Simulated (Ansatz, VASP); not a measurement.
**Cross-check of Bi (Bismuth) between VASP and Ansatz**

Wanted: the spread between two codes on one cell, functional and k mesh. The cell is taken from a series of runs on this material, whose earlier steps may have relaxed, scaled, displaced or heated it; both programs get it as it stands.

Calculated with Ansatz 0.2.0; plane waves, with VASP 6.6.1 beside it; zone-centre phonons at LDA.

## 1. The structure

It takes space group R-3m (No. 166, trigonal). The conventional cell has a = 4.512 Å, b = 4.512 Å, c = 11.638 Å, α = 90.00°, β = 90.00°, γ = 120.00°. Nearest to Bi lie 3 Bi at 3.07 Å.

Structure file:

```cif
data_structure
_symmetry_space_group_name_H-M 'P 1'
_symmetry_Int_Tables_number 1
_cell_length_a 4.6727
_cell_length_b 4.6727
_cell_length_c 4.6727
_cell_angle_alpha 57.734
_cell_angle_beta 57.734
_cell_angle_gamma 57.734
_cell_volume 68.39
loop_
_atom_site_label
_atom_site_type_symbol
_atom_site_fract_x
_atom_site_fract_y
_atom_site_fract_z
_atom_site_occupancy
Bi1 Bi 0.23614 0.23614 0.23614 1
Bi2 Bi 0.76386 0.76386 0.76386 1
```

## 2. Ansatz: zone-centre phonons, LDA

Ansatz runs on its PAW soft_1 files.

Second derivatives magnify differences that forces hide, and they need a tight electronic threshold.

File input.yaml:

```yaml
crystal:
  lattice:
    - [2.255870588, 1.3024274913, 3.8792927588]
    - [-2.255870588, 1.3024274913, 3.8792927588]
    - [0.0, -2.6048549825, 3.8792927588]
  atoms:
    - { symbol: Bi, position: [0.2361362463, 0.2361362463, 0.2361362463] }
    - { symbol: Bi, position: [0.7638637537, 0.7638637537, 0.7638637537] }
kpoints:
  mp_grid: { grid: [12, 12, 12] }
hamiltonian:
  xc: lda
  pseudopotentials: { kind: paw, azcp: { folder: soft_1 }, xc_functional: pbe }
scf:
  occupations: { method: methfessel_paxton, width: 0.2 }
output:
  eigenvalues: true
phonons:
  method: dfpt
```

On the command line:

```console
ansatz run input.yaml --threads 4 --pin off --max-ram 10240MiB --backend cpu --events-out ev --progress --plain --runs-dir out
```

Numbers of over 12 decimals in the logs are rounded to 6 here.

The program printed:

```text
Engine: ansatz 0.2.0, aarch64-unknown-linux-gnu
Pseudopotentials: kind: paw
Pseudopotential: Bi, paw, valence charge 15, recommended cutoff 420 eV (normal), soft_1/Bi.paw.azcp
Functional definition: SPW92
  exchange = slater_x
  correlation = pw_c
Crystal: 2 atoms, lattice volume = 68.387 Å³
Basis set: ecut = 420 eV, 1333 PW (Γ), exchange–correlation on 64×64×64 points (8 copies of the dense FFT grid, shifted against one another)
Bands: 19, of which v1, the nominal top of the filled ones, is band 15 counted from 1 (14 counted from 0)
Symmetry: 12 space group operations
k-points: 476 of 1728 (irreducible under 2 space group operations, time reversal used)
Non-local potential: Bi, projectors of the file, l = 0: 2, l = 1: 2, l = 2: 2, l = 3: 1
PAW form: soft (Blöchl's): semilocal exchange-correlation on the pseudo side does not see the compensation charge
PAW frozen core: Bi, regenerated for the run's functional, and the local potential with it (the file was generated under x = pbe(κ = 0.804, μ = 0.219515), c = pbe(β = 0.066725))
PAW one-centre angular grid: Bi, 590 points (default); XC on 64 Gauss nodes
Initial density: superposition of atomic densities (chi_scale 0.1, normalization cell)
Initial wavefunctions: pseudopotential atomic-orbital guess
Functional: x = slater, c = lda
SCF iter   1: F=—  HF=-24175.707092 eV  |F-HF|=—  |Δ(HF+E_count)|=         —  Δρ=1.16e-2  dr2=7.96e-2  ethr=3.10e-3  ⟨swp⟩=5.5  Hψ=43588  notcnv=0
preconditioner: auto → Kerker (q_TF=auto, 2.378 Å⁻¹)  [metal: Δε(μ)=0.063 eV  Ē_g=20.242 eV  σ=0.200 eV  W_gap=0.26  n_scr=14 (ndim 8)  ℏωp=24.6 eV  f_vac=0.000  D(μ)=0.21/eV (n_scr^D=0)]
SCF iter   2: F=—  HF=-24175.690411 eV  |F-HF|=—  |Δ(HF+E_count)|=   1.67e-2  S|Δr|=    0.00e0  Δρ=7.27e-3  dr2=3.37e-2  ethr=2.65e-4  ⟨swp⟩=1.0  Hψ=12852  notcnv=0
SCF iter   3: F=—  HF=-24175.682931 eV  |F-HF|=—  |Δ(HF+E_count)|=   7.48e-3  S|Δr|=    0.00e0  Δρ=1.02e-3  dr2=1.22e-3  ethr=1.12e-4  ⟨swp⟩=2.1  Hψ=16203  notcnv=0
SCF iter   4: F=—  HF=-24175.682749 eV  |F-HF|=—  |Δ(HF+E_count)|=   1.82e-4  S|Δr|=    0.00e0  Δρ=3.44e-4  dr2=1.25e-4  ethr=4.08e-6  ⟨swp⟩=3.0  Hψ=16208  notcnv=0
SCF iter   5: F=—  HF=-24175.682745 eV  |F-HF|=—  |Δ(HF+E_count)|=   4.13e-6  S|Δr|=    0.00e0  Δρ=1.60e-4  dr2=2.21e-5  ethr=4.17e-7  ⟨swp⟩=2.1  Hψ=15722  notcnv=0
SCF iter   6: F=—  HF=-24175.682743 eV  |F-HF|=—  |Δ(HF+E_count)|=   1.42e-6  S|Δr|=    0.00e0  Δρ=2.25e-5  dr2=5.05e-7  ethr=7.37e-8  ⟨swp⟩=2.0  Hψ=16188  notcnv=0
SCF iter   7: F=—  HF=-24175.682741 eV  |F-HF|=—  |Δ(HF+E_count)|=   2.52e-6  S|Δr|=    0.00e0  Δρ=5.36e-6  dr2=3.22e-8  ethr=1.68e-9  ⟨swp⟩=3.0  Hψ=16749  notcnv=0
SCF iter   8: F=—  HF=-24175.682741 eV  |F-HF|=—  |Δ(HF+E_count)|=   4.25e-9  S|Δr|=    0.00e0  Δρ=1.69e-6  dr2=3.14e-9  ethr=1.07e-10  ⟨swp⟩=2.4  Hψ=16265  notcnv=0
SCF iter   9: F=—  HF=-24175.682741 eV  |F-HF|=—  |Δ(HF+E_count)|=  7.31e-10  S|Δr|=    0.00e0  Δρ=2.85e-7  dr2=7.43e-11  ethr=1.05e-11  ⟨swp⟩=3.0  Hψ=16225  notcnv=0
SCF iter  10: F=—  HF=-24175.682741 eV  |F-HF|=—  |Δ(HF+E_count)|=  7.28e-12  S|Δr|=    0.00e0  Δρ=8.89e-8  dr2=1.14e-11  ethr=1.00e-12  ⟨swp⟩=6.0  Hψ=35862  notcnv=0
SCF iter  11: F=-24175.682741 eV  HF=-24175.682741 eV  |F-HF|=7.28e-12  |Δ(HF+E_count)|=    0.00e0  S|Δr|=    0.00e0  Δρ=3.95e-8  dr2=1.80e-12  ethr=1.00e-12  ⟨swp⟩=5.0  Hψ=34818  notcnv=0
SCF 1 converged in 11 iterations: F = -24175.682741 eV  dr2 = 1.80e-12
  greatest PAW one-centre occupation: 0.988 electrons in one spin orbital (limit 2), on the Bi atom at site 1 (counted from 0), in its partial waves of l = 2
DFPT response loops at Γ: preconditioner auto → Kerker (q_TF=auto, 2.378 Å⁻¹) (partly filled bands, converged f_vac=0.001); β = 1.00, the filter's whole step (`scf.mixing.beta` (0.50) is not read by the response loops under this deck's `scf.mixing.preconditioner`; to damp them name `kerker` or `kerker_dos`, under which they read `scf.mixing.beta`, and type it under 1.00, their step now; both keys bind the ground state too); Broyden in place of MSR1
SCF converged after 11 iterations
Stability not checked: this state was not tested for a lower state beside it, because cold or Methfessel-Paxton smearing, or corrected tetrahedra, fill the levels in a way that the test cannot read (fill_not_monotonic; see scf.lower_state_search)
Free energy (F): -24175.682741 eV
Harris-Foulkes:  -24175.682741 eV  (|F-HF|=7.28e-12)
Internal energy: -24175.684209 eV  (E = F + TS)
E sigma→0 (E₀):  -24175.683108 eV
Entropy (-TS):   0.001468 eV (0.734 meV/atom)
Fermi energy:    9.799273 eV
--- Per-component energies (eV) ---
  E_band       = -213.974385
  E_kinetic    = 510.713635
  E_local      = -2676.668174  (includes V_loc(G=0)·N_el)
  E_nonlocal   = 825.143002
  E_hartree    = 993.142545
  E_xc         = -301.560623
  E_vxc        = -263.245065  (∫ρ·V_xc dr)
  E_paw        = -20705.188433  (= ΣΔE_a)
  E_vpaw       = -596.203310  (= ΣTr[D̂ρ^β])
  E_aug_tail   = 0.000431  (compensation charges beyond the density's cutoff)
  E_ewald      = -2821.256949
  E_core_change = -0.009642  (= ΣΔE_core)
  E_smearing   = 0.001468  (= −TS)
  E_closure    = 0.000000  (closes the sum)
  Σ components = -24175.682741   (vs F -24175.682741, Δ=0.00e0)
--- Band table (eV; the first three rows and the last of 476) ---
  k-point 0: bands = [... 11 lower, 2.3306, 8.2886, 8.5556, 8.5556, 12.5082, 12.8479, 12.8479, 15.4128]
  k-point 1: bands = [... 11 lower, 2.1671, 8.3241, 8.5569, 8.5685, 12.3626, 12.5093, 12.6627, 15.1028]
  k-point 2: bands = [... 11 lower, 1.7180, 8.3908, 8.5666, 8.6309, 11.7134, 12.0643, 12.2029, 14.8589]
  k-point 475: bands = [... 11 lower, -0.3752, 8.9399, 9.2597, 9.2597, 10.3670, 10.3670, 10.4379, 17.0514]
--- Phonons (Γ-DFPT): 2 representative perturbations + reference, on 476 of 1728 k-points (Σ response iterations 4) ---
  k mesh reduced under 2 symmetry operations, with k and −k counted as one. Each operation leaves every solved perturbation unchanged. A smaller set is not used because it would not reduce the number of displacements times k-points to solve
  ASR residual: 2.658e-4 → 0.000e0 eV/Å²; symmetrization residual: 1.940e-5 eV/Å²
  ASR residual per site (eV/Å²): 2.66e-4 2.66e-4
  Γ frequencies (cm⁻¹): 0.00 0.00 0.00 65.99 65.99 100.00
  non-analytic LO–TO correction: not included (Born effective charges unavailable; polar crystals: no LO–TO splitting at Γ)
```

The column dr2 measures how far the density is from self-consistency, as an energy; F and HF (Harris–Foulkes) agree once it is small.

## 3. VASP: zone-centre phonons, LDA

The same cell, functional (in two slightly different forms), mesh and smearing now go to VASP, with its own data sets.

Lines of VASP's logs that name or quote its potential files are left out, and so is its time.

File INCAR:

```
SYSTEM = Bi
PREC = Accurate
ENCUT = 500
EDIFF = 1E-08
NELM = 120
ISMEAR = 1
SIGMA = 0.2
LREAL = .FALSE.
ALGO = Normal
GGA = CA
NBANDS = 21
LORBIT = 11
LWAVE = .FALSE.
LCHARG = .FALSE.
ISIF = 2
IBRION = 8
LASPH = .TRUE.
GGA_COMPAT = .FALSE.
KPAR = 2
```

File POSCAR:

```
Bi
1.0
    2.2558705880      1.3024274913      3.8792927588
   -2.2558705880      1.3024274913      3.8792927588
    0.0000000000     -2.6048549825      3.8792927588
Bi
2
Direct
    0.2361362463      0.2361362463      0.2361362463
    0.7638637537      0.7638637537      0.7638637537
```

File KPOINTS:

```
Automatic mesh
0
Gamma
12 12 12
0 0 0
```

The projector-augmented-wave data sets are Bi_d (LDA family, release 64).

On the command line:

```console
mpirun -np 2 vasp_std
```

The program printed:

```text
[banner, memory and clock lines left out]
running    2 mpi-ranks, on    1 nodes
 distrk:  each k-point on    1 cores,    2 groups
 distr:  one band on    1 cores,    1 groups

 POSCAR found type information on POSCAR Bi
 POSCAR found :  1 types and       2 ions
 LDA part: xc-table for (Slater(with rela. corr.)+CA(PZ))
 , standard interpolation
 POSCAR, INCAR and KPOINTS ok, starting setup
 FFT: planning ... GRIDC
 FFT: planning ... GRID_SOFT
 FFT: planning ... GRID
 WAVECAR not read
 entering main loop
       N       E                     dE             d eps       ncg     rms          rms(c)
DAV:   1     0.301675021721E+03    0.30168E+03   -0.16088E+04  7951   0.168E+03
DAV:   2     0.162422539656E+02   -0.28543E+03   -0.27937E+03  8013   0.441E+02
DAV:   3    -0.825456885001E+01   -0.24497E+02   -0.24200E+02  9436   0.146E+02
DAV:   4    -0.910409832789E+01   -0.84953E+00   -0.84870E+00  9376   0.300E+01
DAV:   5    -0.914399220643E+01   -0.39894E-01   -0.39893E-01 11379   0.580E+00    0.107E+00
DAV:   6    -0.912915015620E+01    0.14842E-01   -0.19752E-02 10289   0.154E+00    0.618E-01
DAV:   7    -0.912237574249E+01    0.67744E-02   -0.12489E-02  9990   0.126E+00    0.105E-01
DAV:   8    -0.912230919090E+01    0.66552E-04   -0.12958E-03  9108   0.446E-01    0.173E-02
DAV:   9    -0.912231499030E+01   -0.57994E-05   -0.57179E-05 11963   0.611E-02    0.726E-03
DAV:  10    -0.912231481766E+01    0.17264E-06   -0.22552E-06  9845   0.104E-02    0.146E-03
DAV:  11    -0.912231486628E+01   -0.48623E-07   -0.16905E-07 10543   0.341E-03    0.580E-04
DAV:  12    -0.912231487065E+01   -0.43656E-08   -0.23599E-08  7747   0.106E-03
   1 F= -.91223149E+01 E0= -.91228151E+01  d E =0.150078E-02
 Linear response reoptimize wavefunctions to high precision
DAV:   1    -0.912231487019E+01    0.45929E-09   -0.20458E-09  5705   0.469E-04
DAV:   2    -0.912231487021E+01   -0.24556E-10   -0.44549E-10  5284   0.233E-04
 Linear response DOF=           2
 Linear response progress:
  Degree of freedom:   1/  2
       N       E                     dE             d eps       ncg     rms          rms(c)
RMM:   1    -0.330929430390E+00   -0.33093E+00    0.22491E-01 48396   0.842E+00
RMM:   2    -0.339666345328E+00   -0.87369E-02   -0.20452E-02 62296   0.119E+00    0.430E-02
RMM:   3    -0.339886457818E+00   -0.22011E-03   -0.17277E-03 67012   0.333E-01    0.245E-02
RMM:   4    -0.339786285649E+00    0.10017E-03   -0.13766E-04 69285   0.102E-01    0.574E-03
RMM:   5    -0.339793909741E+00   -0.76241E-05   -0.18057E-05 64702   0.329E-02    0.236E-03
RMM:   6    -0.339801163247E+00   -0.72535E-05   -0.43801E-06 67885   0.147E-02    0.954E-04
RMM:   7    -0.339801799370E+00   -0.63612E-06   -0.15993E-06 67858   0.477E-03    0.337E-04
RMM:   8    -0.339798143990E+00    0.36554E-05   -0.34744E-07 69088   0.173E-03    0.100E-04
RMM:   9    -0.339796776440E+00    0.13675E-05    0.64643E-07 69196   0.770E-04    0.344E-05
RMM:  10    -0.339796499842E+00    0.27660E-06   -0.15150E-08 71599   0.384E-04    0.127E-05
RMM:  11    -0.339796533897E+00   -0.34055E-07    0.15745E-07 72576   0.235E-04    0.118E-05
RMM:  12    -0.339796271898E+00    0.26200E-06    0.11647E-07 68965   0.163E-04    0.362E-06
RMM:  13    -0.339796247732E+00    0.24166E-07    0.40696E-08 72715   0.121E-04    0.236E-06
RMM:  14    -0.339796184574E+00    0.63157E-07    0.26480E-08 70417   0.105E-04    0.781E-07
RMM:  15    -0.339796163767E+00    0.20807E-07    0.95090E-10 74271   0.969E-05    0.105E-07
RMM:  16    -0.339796166757E+00   -0.29901E-08    0.60945E-09 66557   0.928E-05    0.260E-07
 first order change of Fermi-energy  -0.14852E-04
 force on displaced ion       1 direction 1 :  -1.757   0.000   0.000
 Linear response progress:
  Degree of freedom:   2/  2
       N       E                     dE             d eps       ncg     rms          rms(c)
RMM:   1    -0.331821982789E+00   -0.33182E+00    0.25384E-01 10534   0.853E+00
RMM:   2    -0.340457360130E+00   -0.86354E-02   -0.19596E-02 13571   0.117E+00    0.389E-02
RMM:   3    -0.340576422153E+00   -0.11906E-03   -0.16185E-03 14622   0.324E-01    0.217E-02
RMM:   4    -0.340400682326E+00    0.17574E-03   -0.13794E-04 14815   0.104E-01    0.570E-03
RMM:   5    -0.340411254505E+00   -0.10572E-04   -0.16782E-05 15050   0.317E-02    0.330E-03
RMM:   6    -0.340422592999E+00   -0.11338E-04   -0.27787E-06 14099   0.139E-02    0.789E-04
RMM:   7    -0.340424135816E+00   -0.15428E-05   -0.38509E-07 14767   0.465E-03    0.545E-04
RMM:   8    -0.340422656969E+00    0.14788E-05   -0.50925E-08 13094   0.175E-03    0.810E-05
RMM:   9    -0.340422301303E+00    0.35567E-06   -0.23797E-08 15326   0.824E-04    0.520E-05
RMM:  10    -0.340422138602E+00    0.16270E-06    0.80344E-09 14697   0.334E-04    0.342E-05
RMM:  11    -0.340422051126E+00    0.87477E-07   -0.36822E-09 14511   0.198E-04    0.786E-06
RMM:  12    -0.340422087517E+00   -0.36391E-07   -0.10571E-08 15547   0.137E-04    0.221E-06
RMM:  13    -0.340422091003E+00   -0.34867E-08   -0.10973E-08 15696   0.103E-04    0.976E-07
 first order change of Fermi-energy   0.22080E+00
 force on displaced ion       1 direction 3 :   0.000  -0.000  -3.939
 Linear response finished
```

Parts of OUTCAR (step 3):

```text
ion  position               nearest neighbor table
   1  0.236  0.236  0.236-   2 3.07   2 3.07   2 3.07   2 3.45   2 3.45   2 3.45
   2  0.764  0.764  0.764-   1 3.07   1 3.07   1 3.07   1 3.45   1 3.45   1 3.45

  LATTYP: Found a trigonal (rhomboedric) cell.
 ALAT       =     4.6727060456
 COS(alpha) =     0.5338545626

 Subroutine GETGRP returns: Found 12 space group operations
 (whereof 12 operations were pure point group operations)

The static configuration has the point symmetry D_3d.

 Found    189 irreducible k-points:

   k-points           NKPTS =    189   k-points in BZ     NKDIM =    189   number of bands    NBANDS=     21

   dimension x,y,z NGX =    36 NGY =   36 NGZ =   36
   dimension x,y,z NGXF=    72 NGYF=   72 NGZF=   72

   ENCUT  =  500.0 eV  36.75 Ry    6.06 a.u.   8.52  8.52  8.52*2*pi/ulx,y,z

   NELECT =      30.0000    total number of electrons

 k-points in reciprocal lattice and weights: Automatic mesh
   0.00000000  0.00000000  0.00000000       0.001
   0.08333333 -0.00000000  0.00000000       0.003
   0.16666667 -0.00000000  0.00000000       0.003
   0.25000000  0.00000000  0.00000000       0.003
   0.33333333 -0.00000000  0.00000000       0.003
   0.41666667 -0.00000000  0.00000000       0.003
   0.50000000  0.00000000  0.00000000       0.002
   0.08333333  0.08333333  0.00000000       0.003
   0.16666667  0.08333333  0.00000000       0.007
[...]
-0.41666667  0.50000000  0.41666667       0.003
   0.50000000  0.50000000  0.50000000       0.001

 average (electrostatic) potential at core
       1-104.4221       2-104.4221

  Total       -0.2980688     -0.2980688     -0.3102547      0.0000000     -0.0000000      0.0000000
  in kB       -6.9832164     -6.9832164     -7.2687100      0.0000000     -0.0000000      0.0000000
  external PRESSURE =      -7.0783809 kB  Pullay stress =       0.0000000 kB

  energy-cutoff  :      500.00
  volume of cell :       68.39
      direct lattice vectors                 reciprocal lattice vectors
     2.255870588  1.302427491  3.879292759     0.221643920  0.127966177  0.085926315
    -2.255870588  1.302427491  3.879292759    -0.221643920  0.127966177  0.085926315
     0.000000000 -2.604854983  3.879292759     0.000000000 -0.255932354  0.085926315

 POSITION                                       TOTAL-FORCE (eV/Angst)
 -----------------------------------------------------------------------------------
      0.00000      0.00000      2.74812         0.000000      0.000000      0.019000
      0.00000      0.00000      8.88975         0.000000     -0.000000     -0.019000
 -----------------------------------------------------------------------------------
    total drift:                               -0.000000      0.000000     -0.000000

 Eigenvectors and eigenvalues of the dynamical matrix
 ----------------------------------------------------

   1 f  =    3.035261 THz    19.071104 2PiTHz  101.245393 cm-1    12.552823 meV
             X         Y         Z           dx          dy          dz
      0.000000  0.000000  2.748125     0.000000    0.000000    0.707107
      0.000000  0.000000  8.889753    -0.000000   -0.000000   -0.707107

   2 f  =    2.026962 THz    12.735778 2PiTHz   67.612178 cm-1     8.382838 meV
             X         Y         Z           dx          dy          dz
      0.000000  0.000000  2.748125     0.000000    0.707107   -0.000000
      0.000000  0.000000  8.889753    -0.000000   -0.707107    0.000000

   3 f  =    2.026962 THz    12.735778 2PiTHz   67.612178 cm-1     8.382838 meV
             X         Y         Z           dx          dy          dz
      0.000000  0.000000  2.748125     0.707107   -0.000000    0.000000
      0.000000  0.000000  8.889753    -0.707107    0.000000    0.000000

   4 f  =    0.000000 THz     0.000000 2PiTHz    0.000000 cm-1     0.000000 meV
             X         Y         Z           dx          dy          dz
      0.000000  0.000000  2.748125     0.000000    0.043870    0.705745
      0.000000  0.000000  8.889753     0.000000    0.043870    0.705745

   5 f/i=    0.000000 THz     0.000000 2PiTHz    0.000000 cm-1     0.000000 meV
             X         Y         Z           dx          dy          dz
      0.000000  0.000000  2.748125     0.707107   -0.000000   -0.000000
      0.000000  0.000000  8.889753     0.707107   -0.000000   -0.000000

   6 f/i=    0.000000 THz     0.000000 2PiTHz    0.000001 cm-1     0.000000 meV
             X         Y         Z           dx          dy          dz
      0.000000  0.000000  2.748125     0.000000    0.705745   -0.043870
      0.000000  0.000000  8.889753     0.000000    0.705745   -0.043870

 ELASTIC MODULI CONTR FROM IONIC RELAXATION (kBar)
 Direction    XX          YY          ZZ          XY          YZ          ZX
 --------------------------------------------------------------------------------
 XX        -156.8040     34.1955   -109.9007     -0.0000    196.4467      0.0000
 YY          34.1955   -156.8040   -109.9007      0.0000   -196.4467     -0.0000
 ZZ        -109.9007   -109.9007   -197.0200     -0.0000     -0.0000      0.0000
 XY          -0.0000      0.0000     -0.0000    -95.4998      0.0000    193.9290
 YZ         196.4467   -196.4467     -0.0000      0.0000   -404.0986     -0.0000
 ZX           0.0000     -0.0000      0.0000    193.9290     -0.0000   -393.8069
 --------------------------------------------------------------------------------
```

## 4. Differences

Known differences besides the potentials themselves: the two LDA forms differ slightly; the cutoff is 420 eV in Ansatz and 500 eV in VASP; VASP's log shows a relativistic correction to its local exchange, Ansatz's none. Total energies have different zeros and are not compared.

Compared:

```csv
quantity,Ansatz,VASP,difference
optical mode 1 to 2 (cm⁻¹),66.0,67.6,-2.40 %
optical mode 3 (cm⁻¹),100.0,101.2,-1.23 %
```

Modes are paired by rising frequency, not by their patterns, so a pair may set unlike modes beside each other; they are those without the splitting of longitudinal modes.

## 5. Summary of results

```
r.m.s. difference of the optical zone-centre modes, each program's sorted by frequency (zone-centre phonons, LDA) : 1.5 cm⁻¹
difference in optical mode 1 to 2 (zone-centre phonons, LDA)                                                      : -2.4 %
```

The r.m.s. difference of the optical zone-centre modes, each program's sorted by frequency is 1.5 cm⁻¹ (zone-centre phonons, LDA). Among the rows given in per cent, the largest difference of the zone-centre phonons, LDA pair is in optical mode 1 to 2, -2.4 %. Such differences can come from data sets, numerical settings and the points named under the comparisons, not from the functional's error against experiment.

[Lines on the potential files, build, host, timing and source positions are cut from VASP's logs without a mark.]

[Logs are printed without paths, hosts, clocks, repeated set-up lines and the standing remarks that a program may print on its own settings, such as how far it seeks lower states.]

[Hosts, paths, dates, database ids (printed as entryN), source tags and the programs' standing remarks are cut or masked in the printed files.]
